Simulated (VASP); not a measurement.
Calculation: PBEsol GGA, VASP's PBE PAW potentials (set 64) (plane waves; VASP 6.6.1).

Input for VASP

**KPOINTS**
```
k-points along high-symmetry lines
8
Line-mode
Reciprocal
  0.000000   0.000000   0.000000 ! GAMMA
 -0.500000  -0.500000   0.000000 ! Y

 -0.500000  -0.500000   0.000000 ! Y
 -0.625000  -0.375000   0.000000 ! C_0

 -0.375000   0.375000   0.000000 ! SIGMA_0
  0.000000   0.000000   0.000000 ! GAMMA

  0.000000   0.000000   0.000000 ! GAMMA
  0.500000   0.500000   0.500000 ! Z

  0.500000   0.500000   0.500000 ! Z
  0.125000   0.875000   0.500000 ! A_0

 -0.125000   0.125000   0.500000 ! E_0
  0.000000   0.000000   0.500000 ! T

  0.000000   0.000000   0.500000 ! T
 -0.500000  -0.500000   0.000000 ! Y

  0.000000   0.000000   0.000000 ! GAMMA
 -0.500000   0.000000   0.000000 ! S

 -0.500000   0.000000   0.000000 ! S
  0.000000   0.500000   0.500000 ! R

  0.000000   0.500000   0.500000 ! R
  0.500000   0.500000   0.500000 ! Z

  0.500000   0.500000   0.500000 ! Z
  0.000000   0.000000   0.500000 ! T
```

INCAR:
```
SYSTEM = Ge2Si6
PREC = Accurate
ENCUT = 400
EDIFF = 1E-7
NELM = 100
ALGO = Normal
LREAL = .FALSE.
LASPH = .TRUE.
ISMEAR = 0
SIGMA = 0.05
GGA = PS
LMAXMIX = 4
LWAVE = .FALSE.
LCHARG = .FALSE.
LORBIT = 11
ICHARG = 11
```

POSCAR:
```
Ge2Si6
7.7591340
 -0.0001242237   0.7073974624   0.7068160128
  0.7073974624  -0.0001242237   0.7068160128
  0.3536366194   0.3536366194   0.0000000000
Si Ge
6 2
Direct
  0.0000422085   0.0000422085   0.9999155830
  0.1249577915   0.1249577915   0.2500844170
  0.0040936968   0.4984950186   0.9974112845
  0.1209063032   0.6265049814   0.2525887155
  0.4984950186   0.0040936968   0.9974112845
  0.6265049814   0.1209063032   0.2525887155
  0.4969914590   0.4969914590   0.0060170818
  0.6280085410   0.6280085410   0.2439829182
```

POTCAR, in this order: Si Ge_d (PBE.64 set). Program: vasp_std. Read from the step before: CHGCAR.

What VASP printed:

**OUTCAR**
```
 ion  position               nearest neighbor table
   1  0.000  0.000  1.000-   4 2.37   6 2.37   2 2.38   2 2.38
   2  0.125  0.125  0.250-   3 2.37   5 2.37   1 2.38   1 2.38
   3  0.004  0.498  0.997-   4 2.36   4 2.36   2 2.37   8 2.38
   4  0.121  0.627  0.253-   3 2.36   3 2.36   1 2.37   7 2.38
   5  0.498  0.004  0.997-   6 2.36   6 2.36   2 2.37   8 2.38
   6  0.627  0.121  0.253-   5 2.36   5 2.36   1 2.37   7 2.38
   7  0.497  0.497  0.006-   4 2.38   6 2.38   8 2.41   8 2.41
   8  0.628  0.628  0.244-   3 2.38   5 2.38   7 2.41   7 2.41
  LATTYP: Found a base centered orthorhombic cell.
 ALAT       =     7.7636867818
 B/A-ratio  =     1.4128030435
 C/A-ratio  =     0.4998244242
 Subroutine PRICEL returns:
 Original cell was already a primitive cell.
 Subroutine GETGRP returns: Found  8 space group operations
The static configuration has the point symmetry C_2v.
 The point group associated with its full space group is D_2h.
The dynamic configuration has the point symmetry C_2v.
 Subroutine INISYM returns: Found  8 space group operations
   k-points           NKPTS =     88   k-points in BZ     NKDIM =     88   number of bands    NBANDS=     31
   number of dos      NEDOS =    301   number of ions     NIONS =      8
   total plane-waves  NPLWV =  81648
   dimension x,y,z NGX =    54 NGY =   54 NGZ =   28
   dimension x,y,z NGXF=   108 NGYF=  108 NGZF=   56
   ions per type =               6   2
   PREC   = accura    normal or accurate (medium, high low for compatibility)
   ISTART =      0    job   : 0-new  1-cont  2-samecut
   ICHARG =     11    charge: 1-file 2-atom 10-const
   ISPIN  =      1    spin polarized calculation?
   LNONCOLLINEAR =      F non collinear calculations
   LSORBIT =      F    spin-orbit coupling
   INIWAV =      1    electr: 0-lowe 1-rand  2-diag
   ENCUT  =  400.0 eV  29.40 Ry    5.42 a.u.  12.65 12.65  6.33*2*pi/ulx,y,z
   NELM   =    100;   NELMIN=  2; NELMDL= -5     # of ELM steps
   EDIFF  = 0.1E-06   stopping-criterion for ELM
   LREAL  =      F    real-space projection
   NLSPLINE    = F    spline interpolate recip. space projectors
   LMAXMIX     =    4 max onsite mixed and CHGCAR
   VOSKOWN=      0    Vosko Wilk Nusair interpolation
   EDIFFG = 0.1E-05   stopping-criterion for IOM
   NSW    =      0    number of steps for IOM
   NBLOCK =      1;   KBLOCK =      1    inner block; outer block
   IBRION =     -1    ionic relax: 0-MD 1-quasi-New 2-CG
   NFREE  =      0    steps in history (QN), initial steepest desc. (CG)
   ISIF   =      2    stress and relaxation
   ISYM   =      2    0-nonsym 1-usesym 2-fastsym
   TEIN   =    0.0    initial temperature
   TEBEG  =    0.0;   TEEND  =   0.0 temperature during run
   SMASS  =  -3.00    Nose mass-parameter (am)
   PSTRESS=    0.0 pullay stress
   NELECT =      52.0000    total number of electrons
   EFERMI =   0.00;   METHOD = LEGACY
   ISMEAR =     0;   SIGMA  =   0.05  broadening in eV -4-tet -1-fermi 0-gaus
   IALGO  =     38    algorithm
   LDIAG  =      T    sub-space diagonalisation (order eigenvalues)
   IMIX   =      4    mixing-type and parameters
     AMIX     =   0.40;   BMIX     =  1.00
     AMIX_MAG =   1.60;   BMIX_MAG =  1.00
     AMIN     =   0.10
   GGA     = PS    functional components
   VOSKOWN =     0    Vosko Wilk Nusair interpolation
   LHFCALC =     F    Hartree Fock is set to
   LHFONE  =     F    Hartree Fock one center treatment
   AEXX    =    0.0000 exact exchange contribution
   IVDW    =     0    specifies the selected vdW correction
   LEPSILON=     F    determine dielectric tensor
   LRPA    =     F    only Hartree local field effects (RPA)
  energy-cutoff  :      400.00
  volume of cell :      165.22
      direct lattice vectors                 reciprocal lattice vectors
    -0.000963868  5.488791702  5.484280157    -0.091078736  0.091078736  0.091169668
     5.488791702 -0.000963868  5.484280157     0.091078736 -0.091078736  0.091169668
     2.743913917  2.743913917  0.000000000     0.182221460  0.182221460 -0.182339336
 k-point     1 :   0.0000 0.0000 0.0000  plane waves:    2997
...
```

File OSZICAR:
```
       N       E                     dE             d eps       ncg     rms          rms(c)
DAV:   1     0.352456452272E+03    0.35246E+03   -0.20537E+04  6676   0.236E+03
DAV:   2     0.168480385037E+02   -0.33561E+03   -0.32645E+03  5537   0.628E+02
DAV:   3    -0.393000080852E+02   -0.56148E+02   -0.54890E+02  6572   0.152E+02
DAV:   4    -0.420764137659E+02   -0.27764E+01   -0.27390E+01  6670   0.397E+01
DAV:   5    -0.421555656571E+02   -0.79152E-01   -0.79089E-01  6997   0.668E+00
DAV:   6    -0.421587446754E+02   -0.31790E-02   -0.31784E-02  7738   0.111E+00
DAV:   7    -0.421588250204E+02   -0.80345E-04   -0.80343E-04  7458   0.156E-01
DAV:   8    -0.421588267294E+02   -0.17090E-05   -0.17098E-05  7746   0.192E-02
DAV:   9    -0.421588267895E+02   -0.60081E-07   -0.60219E-07  5088   0.268E-03
   1 F= -.42158827E+02 E0= -.42158827E+02  d E =-.622473E-08
```

File OUTCAR:
```
 val. band max:        5.6276297985   @ k =   0.0000   0.0000   0.0000

 cond. band min:       5.9833321695   @ k =  -0.1429  -0.1429   0.0000



 k-point     1 :       0.0000    0.0000    0.0000
  band No.  band energies     occupation
      1     -18.7960      2.00000
      2     -18.7012      2.00000
      3     -18.6901      2.00000
      4     -18.6574      2.00000
      5     -18.6441      2.00000
      6     -18.5906      2.00000
      7     -18.5375      2.00000
      8     -18.5339      2.00000
      9     -18.5212      2.00000
     10     -18.4541      2.00000
     11      -6.7052      2.00000
     12      -4.5532      2.00000
     13      -4.1653      2.00000
     14      -2.6220      2.00000
     15      -2.5080      2.00000
     16      -1.7521      2.00000
     17      -1.4607      2.00000
     18       2.5909      2.00000
     19       2.5999      2.00000
     20       4.1254      2.00000
     21       4.2495      2.00000
     22       4.2718      2.00000
     23       4.4030      2.00000
     24       5.5519      2.00000
     25       5.5538      2.00000
     26       5.6276      2.00000
     27       6.0967      0.00000
     28       6.1818      0.00000
     29       6.3942      0.00000
     30       6.8771      0.00000
     31       8.0099      0.00000

 k-point     2 :      -0.0714   -0.0714    0.0000
  band No.  band energies     occupation
      1     -18.7961      2.00000
      2     -18.7012      2.00000
      3     -18.6902      2.00000
      4     -18.6574      2.00000
      5     -18.6441      2.00000
      6     -18.5906      2.00000
      7     -18.5375      2.00000
      8     -18.5338      2.00000
      9     -18.5213      2.00000
     10     -18.4541      2.00000
     11      -6.6838      2.00000
     12      -4.5718      2.00000
     13      -4.1822      2.00000
     14      -3.0813      2.00000
     15      -2.0507      2.00000
     16      -1.6691      2.00000
     17      -1.4074      2.00000
     18       2.6113      2.00000
...
```

The density is held fixed in this step, so its total energy and stress have no physical meaning.

The structure was generated: Ge2Si6 was put into an ordered model structure (Cmcm), which need not be its known phase. It was relaxed first.
